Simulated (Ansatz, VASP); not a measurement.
# PtSe2 in two plane-wave programs, part 2 of 2

One calculation is typed for both programs; each brings its own data sets and cutoff. How far apart do they land? The cell is taken from a series of VASP runs on this material, whose earlier steps may have relaxed, scaled or displaced it; both programs get it as it stands.

VASP 6.6.1 and Ansatz 0.2.0.

So far: The structure; VASP: zone-centre phonons, PBEsol.

**3. Ansatz: zone-centre phonons, PBEsol**

Level of this step: Ansatz beside VASP: Kohn-Sham DFT, plane waves, PBEsol (Ansatz).

Ansatz runs on its default PAW (the set named soft_2) files.

The same cell, functional, mesh and smearing now go to Ansatz, which takes its cutoff from its data sets.

input.yaml reads:

```yaml
crystal:
  lattice:
    - [3.7620712585, 0.0, 0.0]
    - [-1.8810356293, 3.2580492807, 0.0]
    - [0.0, 0.0, 4.8534857268]
  atoms:
    - { symbol: Pt, position: [0.0, 0.0, 0.0] }
    - { symbol: Se, position: [0.6666666667, 0.3333333333, 0.7387751444] }
    - { symbol: Se, position: [0.3333333333, 0.6666666667, 0.2612248556] }
hamiltonian:
  xc: pbesol
  pseudopotentials: { kind: paw }
kpoints:
  mp_grid: { grid: [10, 10, 8] }
scf:
  occupations: { method: gaussian, width: 0.05 }
phonons:
  method: dfpt
  qpoints: [[0, 0, 0]]
```

Started as:

```bash
> ansatz run input.yaml --threads 4 --pin off --max-ram 9216MiB --backend cpu --events-out ev --progress --plain --runs-dir out
```

Numbers of over 12 decimals in the logs are rounded to 6 here.

The log of the run:

```text
Engine: ansatz 0.2.0, aarch64-unknown-linux-gnu
Pseudopotentials: kind: paw
Pseudopotential: Pt, paw, valence charge 18, recommended cutoff 420 eV (normal), Pt.paw.azcp
Pseudopotential: Se, paw, valence charge 16, recommended cutoff 420 eV (normal), Se.paw.azcp
Functional definition: PBEsol
  exchange = pbesol_x
  correlation = pbesol_c
Crystal: 3 atoms, lattice volume = 59.489 Å³
Basis set: ecut = 420 eV, 1169 PW (Γ), exchange–correlation on 54×54×72 points (8 copies of the dense FFT grid, shifted against one another)
Bands: 30, of which v1, the nominal top of the filled ones, is band 25 counted from 1 (24 counted from 0)
Symmetry: 12 space group operations
k-points: 227 of 800 (irreducible under 2 space group operations, time reversal used)
Non-local potential: Pt, projectors of the file, l = 0: 3, l = 1: 2, l = 2: 2, l = 3: 1
Non-local potential: Se, projectors of the file, l = 0: 2, l = 1: 2, l = 2: 3, l = 3: 1
PAW form: soft (Blöchl's): semilocal exchange-correlation on the pseudo side does not see the compensation charge
PAW frozen core: Pt, regenerated for the run's functional, and the local potential with it (the file was generated under x = pbe(κ = 0.804, μ = 0.219515), c = pbe(β = 0.066725))
PAW frozen core: Se, regenerated for the run's functional, and the local potential with it (the file was generated under x = pbe(κ = 0.804, μ = 0.219515), c = pbe(β = 0.066725))
PAW one-centre angular grid: Pt, 590 points (default); XC on 64 Gauss nodes
PAW one-centre angular grid: Se, 590 points (default); XC on 64 Gauss nodes
Initial density: superposition of atomic densities (neutral atoms: chi_scale 0, normalization atom), corrected by the library's trained network
Initial wavefunctions: pseudopotential atomic-orbital guess
Functional: x = pbesol(κ = 0.804, μ = 0.123457), c = pbesol(β = 0.046)
SCF iter   1: F=—  HF=-23233.471317 eV  |F-HF|=—  |Δ(HF+E_count)|=         —  Δρ=3.68e-3  dr2=8.35e-3  ethr=1.77e-3  ⟨swp⟩=6.0  Hψ=26586  notcnv=0
preconditioner: auto → LDOS  [metal: Δε(μ)=0.037 eV  Ē_g=10.075 eV  σ=0.050 eV  W_gap=0.39  n_scr=22 (ndim 8)  ℏωp=22.6 eV  f_vac=0.025  D(μ)=1.03/eV (n_scr^D=2)  β→1.0]
SCF iter   2: F=—  HF=-23233.472254 eV  |F-HF|=—  |Δ(HF+E_count)|=   9.37e-4  Δρ=1.98e-3  dr2=2.79e-3  ethr=1.67e-5  ⟨swp⟩=2.0  Hψ=15011  notcnv=0  defer=198
SCF iter   3: F=—  HF=-23233.470721 eV  |F-HF|=—  |Δ(HF+E_count)|=   1.53e-3  Δρ=3.98e-4  dr2=1.19e-4  ethr=5.58e-6  ⟨swp⟩=2.0  Hψ=12880  notcnv=0  defer=198
SCF iter   4: F=—  HF=-23233.470696 eV  |F-HF|=—  |Δ(HF+E_count)|=   2.45e-5  Δρ=9.53e-5  dr2=6.66e-6  ethr=2.37e-7  ⟨swp⟩=2.0  Hψ=10272  notcnv=0  defer=198
SCF iter   5: F=—  HF=-23233.470696 eV  |F-HF|=—  |Δ(HF+E_count)|=   1.27e-7  Δρ=2.27e-5  dr2=2.33e-7  ethr=1.33e-8  ⟨swp⟩=2.6  Hψ=11242  notcnv=0  defer=198
SCF iter   6: F=—  HF=-23233.470697 eV  |F-HF|=—  |Δ(HF+E_count)|=   6.51e-7  Δρ=6.75e-6  dr2=2.65e-8  ethr=4.67e-10  ⟨swp⟩=2.0  Hψ=11382  notcnv=0  defer=198
SCF iter   7: F=—  HF=-23233.470697 eV  |F-HF|=—  |Δ(HF+E_count)|=   7.60e-9  Δρ=1.31e-6  dr2=5.52e-10  ethr=5.29e-11  ⟨swp⟩=2.8  Hψ=11653  notcnv=0  defer=198
SCF iter   8: F=—  HF=-23233.470697 eV  |F-HF|=—  |Δ(HF+E_count)|=  6.37e-10  Δρ=2.28e-7  dr2=1.42e-11  ethr=1.10e-12  ⟨swp⟩=2.0  Hψ=9112  notcnv=0  defer=198
SCF iter   9: F=-23233.470697 eV  HF=-23233.470697 eV  |F-HF|=7.28e-12  |Δ(HF+E_count)|=  3.64e-11  Δρ=2.09e-8  dr2=1.66e-13  ethr=1.00e-12  ⟨swp⟩=7.7  Hψ=30177  notcnv=0
SCF 1 converged in 9 iterations: F = -23233.470697 eV  dr2 = 1.66e-13
  greatest PAW one-centre occupation: 1.000 electrons in one spin orbital (limit 2), on the Pt atom at site 0 (counted from 0), in its partial waves of l = 0
DFPT response loops at Γ: preconditioner auto → Kerker (q_TF=auto, 2.650 Å⁻¹) (partly filled bands, converged f_vac=0.020); β = 1.00, the filter's whole step (`scf.mixing.beta` (0.50) is not read by the response loops under this deck's `scf.mixing.preconditioner`; to damp them name `kerker` or `kerker_dos`, under which they read `scf.mixing.beta`, and type it under 1.00, their step now; both keys bind the ground state too); Broyden in place of MSR1
SCF converged after 9 iterations
Free energy (F): -23233.470697 eV
Harris-Foulkes:  -23233.470697 eV  (|F-HF|=7.28e-12)
Internal energy: -23233.469393 eV  (E = F + TS)
E sigma→0 (E₀):  -23233.470045 eV
Entropy (-TS):   -0.001304 eV (-0.435 meV/atom)
Fermi energy:    13.499449 eV
--- Per-component energies (eV) ---
  E_band       = -946.519135
  E_kinetic    = 874.574625
  E_local      = -6536.066843  (includes V_loc(G=0)·N_el)
  E_nonlocal   = -980.495834
  E_hartree    = 3026.770818
  E_xc         = -467.320728
  E_vxc        = -499.082491  (∫ρ·V_xc dr)
  E_paw        = -13053.779040  (= ΣΔE_a)
  E_vpaw       = 141.010813  (= ΣTr[D̂ρ^β])
  E_aug_tail   = -0.001031  (compensation charges beyond the density's cutoff)
  E_ewald      = -6099.455241
  E_core_change = 2.303882  (= ΣΔE_core)
  E_smearing   = -0.001304  (= −TS)
  E_closure    = 0.000000  (closes the sum)
  Σ components = -23233.470697   (vs F -23233.470697, Δ=0.00e0)
--- Band table (eV; the first three rows and the last of 227) ---
  k-point 0: bands = [... 21 lower, 11.0229, 12.4721, 12.4721, 14.2425, 14.6775, 14.6775, 16.7570, 17.5532, ... 1 higher]
  k-point 1: bands = [... 21 lower, 11.0119, 12.3574, 12.3574, 13.7783, 14.8528, 14.8528, 16.9243, 17.9959, ... 1 higher]
  k-point 2: bands = [... 21 lower, 10.9575, 12.1183, 12.1183, 12.8624, 15.2584, 15.2584, 17.3956, 18.8486, ... 1 higher]
  k-point 226: bands = [... 21 lower, 10.1627, 10.3991, 10.9185, 12.0332, 14.2002, 14.6012, 18.0837, 20.3396, ... 1 higher]
--- Phonons (Γ-DFPT): 4 representative perturbations + reference, on 227 of 800 k-points (Σ response iterations 12) ---
  k mesh reduced under 2 symmetry operations, with k and −k counted as one. Each operation leaves every solved perturbation unchanged. A smaller set is not used because it would not reduce the number of displacements times k-points to solve
  ASR residual: 8.473e-5 → 0.000e0 eV/Å²; symmetrization residual: 4.124e-5 eV/Å²
  ASR residual per site (eV/Å²): 8.47e-5 3.49e-5 3.49e-5
  Γ frequencies (cm⁻¹): 0.00 0.00 0.00 163.69 163.69 203.69 213.93 213.93 217.68
  non-analytic LO–TO correction: not included (Born effective charges unavailable; polar crystals: no LO–TO splitting at Γ)
--- Phonons (arbitrary-q DFPT): 1 explicit q-point ---
  q = [0, 0, 0] (of the zone-centre solve; hermiticity 2.71e-6, symmetrization 1.42e-6): -0.00 -0.00 0.00 163.69 163.69 203.69 213.93 213.93 217.68
  sum rule: each row above includes the acoustic sum rule's correction from the zone centre's row sums; it moved no ω² by more than (0.35 cm⁻¹)²
```

The job ended after 90 s (4 threads of Arm Neoverse N1, shared host; peak memory 1.4 GiB; 5.6 min of CPU time).

Reading the cycles: dr2 is the Hartree energy of the density residual (eV), the measure of convergence; HF is the Harris–Foulkes estimate of the energy, which meets the free energy F at convergence.

**4. Side by side**

Known differences besides the potentials themselves: the data sets hold 50 valence electrons in Ansatz (default PAW (the set named soft_2) files) and 22 in VASP; the cutoff is 420 eV in Ansatz and 450 eV in VASP; Ansatz makes its cores anew for this functional, VASP keeps those of its PBE data sets; VASP leaves aspherical gradient terms in its spheres out (LASPH is not set), Ansatz keeps them. Total energies have different zeros and are not compared.

Both answers:

| quantity | Ansatz | VASP | difference |
| --- | --- | --- | --- |
| optical mode 1 to 2 (cm⁻¹) | 163.7 | 164.2 | -0.34 % |
| optical mode 3 (cm⁻¹) | 203.7 | 203.9 | -0.09 % |
| optical mode 4 to 5 (cm⁻¹) | 213.9 | 214.8 | -0.39 % |
| optical mode 6 (cm⁻¹) | 217.7 | 218.0 | -0.15 % |

Modes are paired by rising frequency and degeneracy, not by their patterns, so a pair may still set unlike modes beside each other.

**5. Ansatz: zone-centre phonons, PBE**

Second derivatives magnify differences that forces hide, and they need a tight electronic threshold. The cell compared in this pair holds 78.09 Å³, against 59.49 Å³ for the pair before.

The cell is taken from a series of VASP runs on this material, whose earlier steps may have relaxed, scaled or displaced it; both programs get it as it stands.

input.yaml reads:

```yaml
crystal:
  lattice:
    - [3.7528491531, 0.0, 0.0]
    - [-1.8764245765, 3.2500627031, 0.0]
    - [0.0, 0.0, 6.4023150736]
  atoms:
    - { symbol: Pt, position: [0.0, 0.0, 0.0] }
    - { symbol: Se, position: [0.6666666667, 0.3333333333, 0.7960758484] }
    - { symbol: Se, position: [0.3333333333, 0.6666666667, 0.2039241516] }
hamiltonian:
  xc: pbe
  pseudopotentials: { kind: paw }
kpoints:
  mp_grid: { grid: [10, 10, 8] }
scf:
  occupations: { method: fixed }
phonons:
  method: dfpt
  qpoints: [[0, 0, 0]]
```

The log of the run:

```text
[...]
Crystal: 3 atoms, lattice volume = 78.089 Å³
Basis set: ecut = 420 eV, 1557 PW (Γ), exchange–correlation on 54×54×90 points (8 copies of the dense FFT grid, shifted against one another)
Bands: 30, of which v1, the nominal top of the filled ones, is band 25 counted from 1 (24 counted from 0)
Symmetry: 12 space group operations
k-points: 227 of 800 (irreducible under 2 space group operations, time reversal used)
[...]
k-point 226: bands = [... 21 lower, 6.0110, 6.2709, 6.8291, 7.7173, 9.7776, 10.3799, 13.8895, 16.1253, ... 1 higher]
[...]
ASR residual: 5.343e-5 → 0.000e0 eV/Å²; symmetrization residual: 3.831e-5 eV/Å²
  ASR residual per site (eV/Å²): 4.67e-5 5.34e-5 5.34e-5
  Γ frequencies (cm⁻¹): 0.00 0.00 0.00 169.66 169.66 195.77 212.25 212.25 222.08
[...]
--- Phonons (arbitrary-q DFPT): 1 explicit q-point ---
[...]
[key lines of the parts left out:]
SCF converged after 10 iterations
Free energy (F): -23462.369679 eV
Fermi energy:    8.528427 eV
```

It took 1.9 min on 4 threads; peak memory 1.7 GiB; 7 min of CPU time.

**6. VASP: zone-centre phonons, PBE**

The same cell, functional and mesh now go to VASP, with its own data sets and cutoff.

INCAR reads:

```
SYSTEM = PtSe2
PREC = Accurate
ENCUT = 450
EDIFF = 1E-08
NELM = 100
ISMEAR = 0
SIGMA = 0.05
LREAL = .FALSE.
ALGO = Normal
GGA = PE
NBANDS = 17
LORBIT = 11
LWAVE = .FALSE.
LCHARG = .FALSE.
KPAR = 4
IBRION = 8
ISIF = 2
```

POSCAR reads:

```
PtSe2
1.0
    3.7528491531      0.0000000000      0.0000000000
   -1.8764245765      3.2500627031      0.0000000000
    0.0000000000      0.0000000000      6.4023150736
Pt Se
1 2
Direct
    0.0000000000      0.0000000000      0.0000000000
    0.6666666667      0.3333333333      0.7960758484
    0.3333333333      0.6666666667      0.2039241516
```

KPOINTS reads:

```
Automatic mesh
0
Gamma
10 10 8
0 0 0
```

PAW data sets: Pt and Se (PBE family, release 64).

Started as:

```bash
> mpirun -np 4 vasp_std
```

The log of the run:

```text
[banner, memory and clock lines left out]
running    4 mpi-ranks, on    1 nodes
[...]
LDA part: xc-table for (Slater+PW92), standard interpolation
 POSCAR, INCAR and KPOINTS ok, starting setup
[...]
entering main loop
       N       E                     dE             d eps       ncg     rms          rms(c)
DAV:   1     0.105463514559E+03    0.10546E+03   -0.88569E+03  3220   0.974E+02
DAV:   2    -0.101486378232E+02   -0.11561E+03   -0.11221E+03  4064   0.200E+02
DAV:   3    -0.151068656208E+02   -0.49582E+01   -0.49315E+01  3918   0.437E+01
DAV:   4    -0.151510209222E+02   -0.44155E-01   -0.44143E-01  4097   0.442E+00
[...]
DAV:  15    -0.142891362327E+02   -0.10991E-06   -0.66278E-08  3741   0.166E-03    0.317E-04
DAV:  16    -0.142891362556E+02   -0.22900E-07   -0.63525E-09  2999   0.661E-04    0.127E-04
DAV:  17    -0.142891362563E+02   -0.74601E-09   -0.12357E-09  2524   0.226E-04
   1 F= -.14289136E+02 E0= -.14289136E+02  d E =-.377331E-16
 Linear response reoptimize wavefunctions to high precision
[...]
RMM:   8    -0.765876777560E-01    0.36769E-06   -0.55185E-08 24932   0.217E-04    0.549E-05
RMM:   9    -0.765875705645E-01    0.10719E-06   -0.30344E-08 23484   0.168E-04    0.912E-06
RMM:  10    -0.765875798574E-01   -0.92929E-08   -0.34164E-08 25722   0.899E-05    0.501E-06
 first order change of Fermi-energy  -0.16095E-01
 force on displaced ion       2 direction 1 :  -7.800  -0.000  -0.000
 Linear response progress:
  Degree of freedom:   4/  4
       N       E                     dE             d eps       ncg     rms          rms(c)
RMM:   1    -0.986562492086E-01   -0.98656E-01    0.54615E-02  7361   0.145E+00
RMM:   2    -0.975638050426E-01    0.10924E-02   -0.15176E-03  4977   0.229E-01    0.155E-01
RMM:   3    -0.973468884326E-01    0.21692E-03   -0.11419E-04  5422   0.525E-02    0.960E-02
RMM:   4    -0.972442599373E-01    0.10263E-03   -0.50913E-05  5521   0.423E-02    0.339E-02
[...]
RMM:  11    -0.972575721612E-01   -0.85087E-07   -0.39018E-08  5648   0.114E-04    0.113E-05
RMM:  12    -0.972576037043E-01   -0.31543E-07   -0.18143E-08  5805   0.826E-05    0.209E-06
RMM:  13    -0.972576089082E-01   -0.52039E-08   -0.97354E-08  5822   0.702E-05    0.952E-07
 first order change of Fermi-energy   0.51708E-02
 force on displaced ion       2 direction 3 :   0.000   0.000  -9.545
 Linear response finished
```

OUTCAR, selected parts (step 6):

```text
  Total       -0.0026574     -0.0026574      0.0082901     -0.0000000     -0.0000000      0.0000000
  in kB       -0.0545220     -0.0545220      0.1700915     -0.0000000     -0.0000000      0.0000000
  external PRESSURE =       0.0203491 kB  Pullay stress =       0.0000000 kB

 POSITION                                       TOTAL-FORCE (eV/Angst)
 -----------------------------------------------------------------------------------
      0.00000      0.00000      0.00000         0.000000      0.000000      0.000000
      1.87642      1.08335      5.09673        -0.000000     -0.000000     -0.001242
     -0.00000      2.16671      1.30559         0.000000      0.000000      0.001242
 -----------------------------------------------------------------------------------
    total drift:                               -0.000000      0.000000     -0.000000

[... 1 part as in an earlier step ...]

[... 1 further part left out ...]
```

**7. Comparison**

Both answers:

| quantity | Ansatz | VASP | difference |
| --- | --- | --- | --- |
| optical mode 1 to 2 (cm⁻¹) | 169.7 | 169.6 | +0.03 % |
| optical mode 3 (cm⁻¹) | 195.8 | 196.1 | -0.14 % |
| optical mode 4 to 5 (cm⁻¹) | 212.2 | 212.5 | -0.10 % |
| optical mode 6 (cm⁻¹) | 222.1 | 222.3 | -0.09 % |

Modes are paired by rising frequency and degeneracy, not by their patterns, so a pair may still set unlike modes beside each other.

**8. Outcome**

| Property | Result |
| --- | --- |
| r.m.s. difference of the optical zone-centre modes, each program's sorted by frequency (zone-centre phonons, PBEsol) | 0.60 cm⁻¹ |
| r.m.s. difference of the optical zone-centre modes, each program's sorted by frequency (zone-centre phonons, PBE) | 0.19 cm⁻¹ |

**Reading.** The r.m.s. difference of the optical zone-centre modes, each program's sorted by frequency is 0.60 cm⁻¹ (zone-centre phonons, PBEsol). Such differences can come from data sets, numerical settings and the points named under the comparisons, not from the functional's error against experiment.

[Lines on the potential files, build, host, timing and source positions are cut from VASP's logs without a mark.]

[Logs are printed without paths, hosts, clocks, repeated set-up lines and the standing remarks that a program may print on its own settings, such as how far it seeks lower states.]

[Hosts, paths, dates, database ids (printed as entryN), source tags and the programs' standing remarks are cut or masked in the printed files.]
